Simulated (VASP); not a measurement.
Energy against volume of HfN (rock salt). All values below come from MS2 meta-GGA, VASP's PBE PAW potentials (set 64) (plane waves; VASP). Settings: 520 eV cut-off, 14×14×14 Γ-centred mesh, first-order Methfessel-Paxton smearing of 0.10 eV, potentials Hf_pv N.

```tsv
V (Å³/atom)	E (eV/atom)
11.014	-3.72965
11.354	-3.74018
11.695	-3.73189
12.036	-3.70756
```

**Question.** Fit these four points and predict the energy of the run at 10.673 Å³/atom.

**Answer.** A cubic in V^(−2/3), the third-order Birch-Murnaghan form, passes through the four points with V0 = 11.37 Å³/atom and B0 = 293 GPa, and gives -3.6969 eV/atom there. The run gave -3.6970 eV/atom, -0.2 meV/atom from the fit; all five points give B0 = 293 GPa.

The compound is HfN in the rock salt structure. It was relaxed first.
